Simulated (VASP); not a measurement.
## Which magnetic order does linear Ti chain, spacing 2.521 A take?

Aim: compare collinear orders of linear Ti chain, spacing 2.521 A.

Program: VASP 6.6.1. Level of theory: LDA, spin-polarised, from parallel moments; plane waves and PAW (Ti_sv), in the first sound run; inputs show where later runs differ. Results are calculated unless marked as measured.

## 1. The structure

The cell holds 2 atoms: 2 Ti. Its edges and angles: a = 12.000 Å, b = 12.000 Å, c = 5.042 Å, α = 90.0°, β = 90.0°, γ = 90.0°. It derives from Ti (linear Ti chain, spacing 2.521 A), repeated 1×1×2. model lattice. Vacuum lies along a and b. The structure's axis is c.

Structure file:

```
Ti
1.0
    12.00000    0.00000    0.00000
     0.00000   12.00000    0.00000
     0.00000    0.00000    5.04200
Ti
2
Cartesian
  6.0000 6.0000 0.0000
  6.0000 6.0000 2.5210
```

## 2. Magnetic order, start order fm, signs ++

Each run starts from other signs of the moments at the same geometry and cutoff; gentle mixing helps it keep them. Any wave vector in a name is a fraction of the reciprocal vectors of the first cell as typed.

INCAR reads:

```
SYSTEM = Ti
PREC = Normal
ENCUT = 350
EDIFF = 1E-06
NELM = 150
ISMEAR = 0
SIGMA = 0.05
LREAL = .FALSE.
ALGO = Normal
GGA = CA
NBANDS = 19
ISPIN = 2
MAGMOM = 1 1
LMAXMIX = 4
LORBIT = 11
LWAVE = .FALSE.
LCHARG = .TRUE.
AMIX = 0.2
BMIX = 1E-04
AMIX_MAG = 0.8
BMIX_MAG = 1E-04
```

POSCAR reads:

```
Ti
1.0
   12.0000000000      0.0000000000      0.0000000000
    0.0000000000     12.0000000000      0.0000000000
    0.0000000000      0.0000000000      5.0420000000
Ti
2
Direct
    0.5000000000      0.5000000000      0.0000000000
    0.5000000000      0.5000000000      0.5000000000
```

KPOINTS reads:

```
Automatic mesh
0
Gamma
1 1 4
0 0 0
```

Potentials, in the order of the species: Ti_sv (LDA family, release 64).

Started as:

```bash
$ mpirun -np 1 vasp_std
```

What it wrote:

```text
[banner, memory and clock lines left out]
running    1 mpi-ranks, on    1 nodes
 distrk:  each k-point on    1 cores,    1 groups
 distr:  one band on    1 cores,    1 groups

 POSCAR found type information on POSCAR Ti
 POSCAR found :  1 types and       2 ions
 LDA part: xc-table for (Slater(with rela. corr.)+CA(PZ))
 , standard interpolation
 POSCAR, INCAR and KPOINTS ok, starting setup
 FFT: planning ... GRIDC
 FFT: planning ... GRID_SOFT
 FFT: planning ... GRID
 WAVECAR not read
 entering main loop
       N       E                     dE             d eps       ncg     rms          rms(c)
DAV:   1     0.125995378955E+03    0.12600E+03   -0.10107E+04   324   0.631E+02
DAV:   2     0.173152915149E+02   -0.10868E+03   -0.10775E+03   342   0.234E+02
DAV:   3    -0.798034222464E+01   -0.25296E+02   -0.24261E+02   439   0.696E+01
DAV:   4    -0.977543240392E+01   -0.17951E+01   -0.17774E+01   309   0.197E+01
DAV:   5    -0.985944573713E+01   -0.84013E-01   -0.83893E-01   367   0.365E+00    0.978E+00
DAV:   6    -0.919603872269E+01    0.66341E+00   -0.45207E-01   290   0.725E+00    0.589E+00
DAV:   7    -0.853040098357E+01    0.66564E+00   -0.71232E-01   302   0.869E+00    0.289E+00
DAV:   8    -0.852358550887E+01    0.68155E-02   -0.15093E-01   354   0.346E+00    0.205E+00
DAV:   9    -0.853756712016E+01   -0.13982E-01   -0.63070E-02   279   0.278E+00    0.126E+00
DAV:  10    -0.853790266031E+01   -0.33554E-03   -0.15364E-02   298   0.111E+00    0.677E-01
DAV:  11    -0.854036916476E+01   -0.24665E-02   -0.51166E-03   305   0.543E-01    0.259E-01
DAV:  12    -0.854081464912E+01   -0.44548E-03   -0.99264E-04   357   0.314E-01    0.857E-02
DAV:  13    -0.854087712900E+01   -0.62480E-04   -0.10429E-04   362   0.481E-02    0.602E-02
DAV:  14    -0.854095572648E+01   -0.78597E-04   -0.39352E-05   373   0.339E-02    0.412E-02
DAV:  15    -0.854098674683E+01   -0.31020E-04   -0.90284E-05   370   0.702E-02    0.115E-02
DAV:  16    -0.854098995319E+01   -0.32064E-05   -0.51149E-06   309   0.179E-02    0.720E-03
DAV:  17    -0.854099107567E+01   -0.11225E-05   -0.62207E-07   217   0.744E-03    0.622E-03
DAV:  18    -0.854099158785E+01   -0.51218E-06   -0.45504E-07   186   0.734E-03
   1 F= -.85409916E+01 E0= -.85335515E+01  d E =-.148801E-01  mag=     1.0172
```

Run time: 33 s. Hardware: 1 MPI rank of AMD EPYC 7R43, shared host; peak memory 0.21 GiB.

Lines that name or quote the potential files are left out of all logs, and their timing lines are given in words.

From OUTCAR (step 2):

```text
ion  position               nearest neighbor table
   1  0.500  0.500  0.000-   2 2.52   2 2.52
   2  0.500  0.500  0.500-   1 2.52   1 2.52

  LATTYP: Found a simple tetragonal cell.
 ALAT       =    12.0000000000
 C/A-ratio  =     0.4201666667

 Subroutine GETGRP returns: Found 16 space group operations
 (whereof 16 operations were pure point group operations)

The static configuration has the point symmetry D_4h.

 Found      3 irreducible k-points:

   k-points           NKPTS =      3   k-points in BZ     NKDIM =      3   number of bands    NBANDS=     19

   dimension x,y,z NGX =    56 NGY =   56 NGZ =   24
   dimension x,y,z NGXF=   112 NGYF=  112 NGZF=   48

   ENCUT  =  350.0 eV  25.72 Ry    5.07 a.u.  18.31 18.31  7.69*2*pi/ulx,y,z

   NELECT =      24.0000    total number of electrons

 k-points in reciprocal lattice and weights: Automatic mesh
   0.00000000  0.00000000  0.00000000       0.250
   0.00000000  0.00000000  0.25000000       0.500
   0.00000000  0.00000000  0.50000000       0.250

 average (electrostatic) potential at core
       1 -84.1801       2 -84.1801

 E-fermi :  -3.2107

 spin component 1
 k-point     1 :       0.0000    0.0000    0.0000
  band No.  band energies     occupation
    ...
     10      -4.1223      1.00000
     11      -4.1223      1.00000
     12      -3.8703      1.00000
     13      -3.3522      0.99997
     14      -3.3519      0.99997
     15      -2.3237      0.00000
     16      -2.3230      0.00000
     17      -2.1223      0.00000
     18      -2.1223      0.00000
     19      -1.3092      0.00000

 k-point     2 :       0.0000    0.0000    0.2500
  band No.  band energies     occupation
    ...
     10      -3.8334      1.00000
     11      -3.8334      1.00000
     12      -3.5027      1.00000
     13      -3.2116      0.51079
     14      -3.2112      0.50562
     15      -2.4850      0.00000
     16      -2.4843      0.00000
     17      -2.3335      0.00000
     18      -2.3335      0.00000
     19      -2.1165      0.00000

 k-point     3 :       0.0000    0.0000    0.5000
  band No.  band energies     occupation
    ...
      6     -36.6948      1.00000
      7     -35.9218      1.00000
      8     -35.9218      1.00000
      9      -3.7382      1.00000
     10      -3.7382      1.00000
     11      -3.0880      0.00026
     12      -3.0880      0.00026
     13      -3.0880      0.00026
     14      -3.0880      0.00026
     15      -2.8585      0.00000
    ...

 spin component 2
 k-point     1 :       0.0000    0.0000    0.0000
  band No.  band energies     occupation
    ...
      8     -35.1550      1.00000
      9      -5.6307      1.00000
     10      -3.9243      1.00000
     11      -3.9243      1.00000
     12      -3.6565      1.00000
     13      -2.9517      0.00000
     14      -2.9505      0.00000
     15      -1.9890      0.00000
     16      -1.9890      0.00000
     17      -1.8618      0.00000
    ...

 k-point     2 :       0.0000    0.0000    0.2500
  band No.  band energies     occupation
    ...
      8     -35.3409      1.00000
      9      -5.0456      1.00000
     10      -3.6347      1.00000
     11      -3.6347      1.00000
     12      -3.2857      0.98309
     13      -2.8031      0.00000
     14      -2.8021      0.00000
     15      -2.1664      0.00000
     16      -2.1664      0.00000
     17      -2.0331      0.00000
    ...

 k-point     3 :       0.0000    0.0000    0.5000
  band No.  band energies     occupation
    ...
      6     -36.2556      1.00000
      7     -35.7768      1.00000
      8     -35.7768      1.00000
      9      -3.5730      1.00000
     10      -3.5730      1.00000
     11      -2.8914      0.00000
     12      -2.8914      0.00000
     13      -2.8914      0.00000
     14      -2.8914      0.00000
     15      -2.4295      0.00000
    ...

  Total       -0.2896193     -0.2896193     -7.0443419      0.0000000      0.0000000     -0.0000000
  in kB       -0.6391057     -0.6391057    -15.5448192      0.0000000      0.0000000     -0.0000000
  external PRESSURE =      -5.6076769 kB  Pullay stress =       0.0000000 kB

  energy-cutoff  :      350.00
  volume of cell :      726.05
      direct lattice vectors                 reciprocal lattice vectors
    12.000000000  0.000000000  0.000000000     0.083333333  0.000000000  0.000000000
     0.000000000 12.000000000  0.000000000     0.000000000  0.083333333  0.000000000
     0.000000000  0.000000000  5.042000000     0.000000000  0.000000000  0.198333994

 POSITION                                       TOTAL-FORCE (eV/Angst)
 -----------------------------------------------------------------------------------
      6.00000      6.00000      0.00000         0.000000      0.000000      0.000000
      6.00000      6.00000      2.52100         0.000000      0.000000      0.000000
 -----------------------------------------------------------------------------------
    total drift:                                0.000000      0.000000      0.000000

  FREE ENERGIE OF THE ION-ELECTRON SYSTEM (eV)
  ---------------------------------------------------
  free  energy   TOTEN  =        -8.5409915879 eV

  energy  without entropy=       -8.5261114471  energy(sigma->0) =       -8.53355152

 total charge
# of ion       s       p       d       tot
------------------------------------------
    1        2.265   5.957   2.041  10.263
    2        2.265   5.957   2.041  10.263
--------------------------------------------------
tot          4.530  11.914   4.083  20.527

 magnetization (x)
# of ion       s       p       d       tot
------------------------------------------
    1        0.002  -0.001   0.376   0.378
    2        0.002  -0.001   0.376   0.378
--------------------------------------------------
tot          0.004  -0.001   0.753   0.756
```

This step gave:

```yaml
electronic_cycles: 18
electrons: 24
free_energy_toten: -8.541 eV
energy_at_zero_smearing: -8.534 eV
fermi_energy: -3.211 eV
moment_of_the_cell_from_the_last_line_of_the_log: 1.017 μB
labelled_metallic_from_the_levels_on_this_mesh: yes
```

Spin moment in the PAW sphere by atom:

```
atom  spin moment in the PAW sphere (μB)
 Ti1                               0.378
 Ti2                               0.378
```

Spin density in the ca plane at fractional y = 0.500, with atoms of Ti within 0.2 Å of it.

Ten even steps from '_' (-0.01 e/Å³) to '@' (0.30 e/Å³), each cell a mean:
```
____________________________
____________________________
____________________________
____________________________
____________________________
____________________________
____________________________
____________________________
____________________________
..____________..____________
++..________--++..________--
@@..________++@@..________++
%%..________==%%..________==
::..________::::..________::
____________________________
____________________________
____________________________
____________________________
____________________________
____________________________
____________________________
____________________________
____________________________
____________________________
```
Columns run along c (5.0 Å), rows up along a (12.0 Å). Atoms in or near the plane, at fractional coordinates: Ti at (0.00, 0.50), Ti at (0.50, 0.50).

Valence density in the ca plane at fractional y = 0.500, with atoms of Ti within 0.2 Å of it. It is the smooth field of the valence electrons, not physical close to the nuclei.

Values in e/Å³, 24 rows by 14 columns, each cell a mean:
```
 0  0  0  0  0  0  0  0  0  0  0  0  0  0
 0  0  0  0  0  0  0  0  0  0  0  0  0  0
 0  0  0  0  0  0  0  0  0  0  0  0  0  0
 0  0  0  0  0  0  0  0  0  0  0  0  0  0
 0  0  0  0  0  0  0  0  0  0  0  0  0  0
 0  0  0  0  0  0  0  0  0  0  0  0  0  0
 0  0  0  0  0  0  0  0  0  0  0  0  0  0
 0  0  0  0  0  0  0  0  0  0  0  0  0  0
 0  0  0  0  0  0  0  0  0  0  0  0  0  0
 0  0  0  0  0  0  0  0  0  0  0  0  0  0
 3  1  0  0  0  1  2  3  1  0  0  0  1  2
12  6  1  0  1  3  9 12  6  1  0  1  3  9
 8  4  1  0  0  2  6  8  4  1  0  0  2  6
 1  1  0  0  0  0  1  1  1  0  0  0  0  1
 0  0  0  0  0  0  0  0  0  0  0  0  0  0
 0  0  0  0  0  0  0  0  0  0  0  0  0  0
 0  0  0  0  0  0  0  0  0  0  0  0  0  0
 0  0  0  0  0  0  0  0  0  0  0  0  0  0
 0  0  0  0  0  0  0  0  0  0  0  0  0  0
 0  0  0  0  0  0  0  0  0  0  0  0  0  0
 0  0  0  0  0  0  0  0  0  0  0  0  0  0
 0  0  0  0  0  0  0  0  0  0  0  0  0  0
 0  0  0  0  0  0  0  0  0  0  0  0  0  0
 0  0  0  0  0  0  0  0  0  0  0  0  0  0
```
Columns run along c (5.0 Å), rows up along a (12.0 Å). Atoms in or near the plane, at fractional coordinates: Ti at (0.00, 0.50), Ti at (0.50, 0.50).

The largest moment at the end is 0.38 μB, and the moments of the cell sum to 1.02 μB.

## 3. Magnetic order, start order AFM 1, signs +-

This step: LDA, spin-polarised, from moments of both signs; plane waves and PAW (Ti_sv) (VASP 6.6.1).

INCAR, as its differences from that of step 2:

```diff
@@ -12,3 +12,3 @@
 ISPIN = 2
-MAGMOM = 1 1
+MAGMOM = 1 -1
 LMAXMIX = 4
```

POSCAR is that of step 2.

KPOINTS is that of step 2.

Started as:

```bash
$ mpirun -np 1 vasp_std
```

What it wrote:

```text
[... set-up lines as in an earlier step ...]
 entering main loop
       N       E                     dE             d eps       ncg     rms          rms(c)
DAV:   1     0.125488846041E+03    0.12549E+03   -0.10110E+04   324   0.628E+02
DAV:   2     0.169667618169E+02   -0.10852E+03   -0.10779E+03   342   0.234E+02
DAV:   3    -0.786969027604E+01   -0.24836E+02   -0.23903E+02   436   0.694E+01
DAV:   4    -0.984175357542E+01   -0.19721E+01   -0.19507E+01   301   0.201E+01
DAV:   5    -0.993894228080E+01   -0.97189E-01   -0.96900E-01   378   0.399E+00    0.875E+00
DAV:   6    -0.922008410430E+01    0.71886E+00   -0.39623E-01   287   0.728E+00    0.577E+00
DAV:   7    -0.847389030285E+01    0.74619E+00   -0.84854E-01   288   0.988E+00    0.257E+00
DAV:   8    -0.847576195583E+01   -0.18717E-02   -0.19365E-01   362   0.393E+00    0.230E+00
DAV:   9    -0.847010585383E+01    0.56561E-02   -0.24739E-02   319   0.114E+00    0.205E+00
DAV:  10    -0.849150796761E+01   -0.21402E-01   -0.25183E-01   309   0.337E+00    0.755E-01
DAV:  11    -0.849688765031E+01   -0.53797E-02   -0.65700E-02   373   0.155E+00    0.293E-01
DAV:  12    -0.849893074876E+01   -0.20431E-02   -0.13446E-02   360   0.595E-01    0.100E-01
DAV:  13    -0.849936024767E+01   -0.42950E-03   -0.38493E-03   351   0.377E-01    0.603E-02
DAV:  14    -0.849941757079E+01   -0.57323E-04   -0.58884E-04   354   0.133E-01    0.402E-02
DAV:  15    -0.849944138441E+01   -0.23814E-04   -0.20170E-04   373   0.102E-01    0.275E-02
DAV:  16    -0.849944841731E+01   -0.70329E-05   -0.14336E-04   324   0.948E-02    0.137E-02
DAV:  17    -0.849944966507E+01   -0.12478E-05   -0.11508E-05   320   0.245E-02    0.135E-02
DAV:  18    -0.849944855705E+01    0.11080E-05   -0.65758E-06   280   0.290E-02    0.596E-03
DAV:  19    -0.849944879210E+01   -0.23505E-06   -0.12261E-06   198   0.102E-02
   1 F= -.84994488E+01 E0= -.84968110E+01  d E =-.527560E-02  mag=    -0.0000
```

Wall time 32 s (1 MPI rank); peak memory 0.22 GiB.

OUTCAR, selected parts (step 3):

```text
The static configuration has the point symmetry D_4h.

 Found      3 irreducible k-points:

   NELECT =      24.0000    total number of electrons

 E-fermi :  -3.1347

 spin component 1
 k-point     1 :       0.0000    0.0000    0.0000
  band No.  band energies     occupation
    ...
     10      -4.0616      1.00000
     11      -4.0616      1.00000
     12      -3.7963      1.00000
     13      -3.2010      0.96964
     14      -3.2006      0.96884
     15      -2.1510      0.00000
     16      -2.1510      0.00000
     17      -2.0697      0.00000
     18      -2.0697      0.00000
     19      -1.2091      0.00000

 k-point     2 :       0.0000    0.0000    0.2500
  band No.  band energies     occupation
    ...
      8     -35.4601      1.00000
      9      -5.1465      1.00000
     10      -3.7720      1.00000
     11      -3.7720      1.00000
     12      -3.4292      1.00000
     13      -3.0575      0.01452
     14      -3.0572      0.01426
     15      -2.3158      0.00000
     16      -2.3157      0.00000
     17      -2.2741      0.00000
    ...

 k-point     3 :       0.0000    0.0000    0.5000
  band No.  band energies     occupation
    ...
      6     -36.5412      1.00000
      7     -35.8943      1.00000
      8     -35.8939      1.00000
      9      -3.6765      1.00000
     10      -3.6764      1.00000
     11      -3.0254      0.00100
     12      -3.0254      0.00100
     13      -3.0252      0.00098
     14      -3.0252      0.00098
     15      -2.6974      0.00000
    ...

 spin component 2
 k-point     1 :       0.0000    0.0000    0.0000
  band No.  band energies     occupation
    ...
     10      -4.0616      1.00000
     11      -4.0616      1.00000
     12      -3.7963      1.00000
     13      -3.2010      0.96964
     14      -3.2006      0.96884
     15      -2.1510      0.00000
     16      -2.1510      0.00000
     17      -2.0697      0.00000
     18      -2.0697      0.00000
     19      -1.2091      0.00000

  Total       -0.2729783     -0.2729783     -7.3462373      0.0000000      0.0000000      0.0000000
  in kB       -0.6023839     -0.6023839    -16.2110148      0.0000000      0.0000000      0.0000000
  external PRESSURE =      -5.8052609 kB  Pullay stress =       0.0000000 kB

 POSITION                                       TOTAL-FORCE (eV/Angst)
 -----------------------------------------------------------------------------------
      6.00000      6.00000      0.00000         0.000000      0.000000     -0.000000
      6.00000      6.00000      2.52100         0.000000      0.000000      0.000000
 -----------------------------------------------------------------------------------
    total drift:                                0.000000      0.000000      0.000000

  FREE ENERGIE OF THE ION-ELECTRON SYSTEM (eV)
  ---------------------------------------------------
  free  energy   TOTEN  =        -8.4994487921 eV

  energy  without entropy=       -8.4941731922  energy(sigma->0) =       -8.49681099

 total charge
# of ion       s       p       d       tot
------------------------------------------
    1        2.266   5.957   2.036  10.259
    2        2.266   5.957   2.036  10.259
--------------------------------------------------
tot          4.531  11.915   4.072  20.518

 magnetization (x)
# of ion       s       p       d       tot
------------------------------------------
    1        0.000  -0.000   0.000   0.000
    2       -0.000   0.000  -0.000  -0.000
--------------------------------------------------
tot          0.000   0.000   0.000   0.000

[... 8 parts as in an earlier step ...]

[... 1 further part left out ...]
```

Numbers from this step:

| Quantity | Value |
| --- | --- |
| electronic cycles | 19 |
| free energy (TOTEN) | -8.499 eV |
| energy at zero smearing | -8.497 eV |
| Fermi energy | -3.135 eV |

The spin moment in the PAW sphere vanishes on all atoms.

Valence density in the ca plane at fractional y = 0.500, with atoms of Ti within 0.2 Å of it. It is the smooth field of the valence electrons, not physical close to the nuclei.

Values in e/Å³, 24 rows by 14 columns, each cell a mean:
```
 0  0  0  0  0  0  0  0  0  0  0  0  0  0
 0  0  0  0  0  0  0  0  0  0  0  0  0  0
 0  0  0  0  0  0  0  0  0  0  0  0  0  0
 0  0  0  0  0  0  0  0  0  0  0  0  0  0
 0  0  0  0  0  0  0  0  0  0  0  0  0  0
 0  0  0  0  0  0  0  0  0  0  0  0  0  0
 0  0  0  0  0  0  0  0  0  0  0  0  0  0
 0  0  0  0  0  0  0  0  0  0  0  0  0  0
 0  0  0  0  0  0  0  0  0  0  0  0  0  0
 0  0  0  0  0  0  0  0  0  0  0  0  0  0
 3  1  0  0  0  1  2  3  1  0  0  0  1  2
12  6  1  0  1  3  9 12  6  1  0  1  3  9
 8  4  1  0  0  2  6  8  4  1  0  0  2  6
 1  1  0  0  0  0  1  1  1  0  0  0  0  1
 0  0  0  0  0  0  0  0  0  0  0  0  0  0
 0  0  0  0  0  0  0  0  0  0  0  0  0  0
 0  0  0  0  0  0  0  0  0  0  0  0  0  0
 0  0  0  0  0  0  0  0  0  0  0  0  0  0
 0  0  0  0  0  0  0  0  0  0  0  0  0  0
 0  0  0  0  0  0  0  0  0  0  0  0  0  0
 0  0  0  0  0  0  0  0  0  0  0  0  0  0
 0  0  0  0  0  0  0  0  0  0  0  0  0  0
 0  0  0  0  0  0  0  0  0  0  0  0  0  0
 0  0  0  0  0  0  0  0  0  0  0  0  0  0
```
Columns run along c (5.0 Å), rows up along a (12.0 Å). Atoms in or near the plane, at fractional coordinates: Ti at (0.00, 0.50), Ti at (0.50, 0.50).

The largest moment at the end is 0.00 μB, and the moments of the cell sum to 0.00 μB.

(Part 1 of 2 ends here.)

[Lines on the potential files, build, host, timing and source positions are cut from VASP's logs without a mark.]

[Logs are printed without paths, hosts, clocks, repeated set-up lines and the standing remarks that a program may print on its own settings, such as how far it seeks lower states.]

[Hosts, paths, dates, database ids (printed as entryN), source tags and the programs' standing remarks are cut or masked in the printed files.]

[In band tables of VASP the shares of atoms and orbitals are scaled to a sum of 1 inside the atoms' spheres.]

[Runs that stopped without an error message from VASP are left out.]
